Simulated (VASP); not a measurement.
Here is the system:

```yaml
crystal:
  lattice:
    - [0.00000, 2.57000, 2.57000]
    - [2.57000, 0.00000, 2.57000]
    - [2.57000, 2.57000, 0.00000]
  atoms:
    - { symbol: Li, position: [0.00000, 0.00000, 0.00000] }
    - { symbol: Cl, position: [0.50000, 0.50000, 0.50000] }
```

The numbers are results of PBE0 hybrid, VASP's PBE PAW potentials (set 64) (plane waves; VASP), not measurements. Run with 520 eV cut-off, 6×6×6 Γ-centred mesh, Gaussian smearing of 0.050 eV, potentials Li_sv Cl.

Predict the energy per atom (σ→0), band gap (over the mesh, the named points and PBE's band edges) with the smallest direct gap where there is one.

* **band gap (over the mesh, the named points and PBE's band edges)**: 8.41 eV
* **smallest direct gap (over the mesh, the named points and PBE's band edges)**: 8.41 eV
* **energy per atom (σ→0)**: -4.489 eV/atom

The absolute energy has meaning only against runs of the same code, potentials and settings.

The compound is LiCl in the rock salt structure. The cell was not relaxed at this level.
